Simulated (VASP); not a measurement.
Input of a VASP 6.6.1 run:

File INCAR:

```
PREC = Accurate ; ENCUT = 520
EDIFF = 1E-6 ; ISMEAR = 0
SIGMA = 0.1 ; LREAL = F
LASPH = T ; NELM = 100
ALGO = Normal ; ISIF = 2
LWAVE = F ; LCHARG = F
GGA = PE ; NBANDS = 45
```

KPOINTS

```
Automatic mesh
0
Gamma
  3 3 6
```

Contents of POSCAR:

```
Y3LuCl2
1.0
    7.1917745785      0.0000000000      0.0000000000
   -3.5958872893      6.2282594833      0.0000000000
    0.0000000000      0.0000000000      3.5826208338
Y Lu Cl
3 1 2
Direct
    0.5000000000      0.0000000000      0.5000000000
    0.0000000000      0.5000000000      0.5000000000
    0.5000000000      0.5000000000      0.5000000000
    0.0000000000      0.0000000000      0.0000000000
    0.3333333333      0.6666666667      0.0000000000
    0.6666666667      0.3333333333      0.0000000000
```

Potentials or basis: VASP PAW PBE potentials, release 64 (Y_sv, Lu, Cl).

Run with:

```console
$ cat potpaw_PBE.64/Y_sv/POTCAR potpaw_PBE.64/Lu/POTCAR potpaw_PBE.64/Cl/POTCAR > POTCAR
$ mpirun -np 1 vasp_std > vasp.out
```

Task: Predict the pressure.

Result: 0.1 GPa.

Task: Estimate the band gap on the k mesh.

Result: None (metal or under the smearing width).

Stress tensor (GPa, compression positive):
```
0.15 0.00 0.00
0.00 0.15 0.00
0.00 0.00 0.05
```

Spin-orbit coupling is left out, which matters for the levels of Lu.
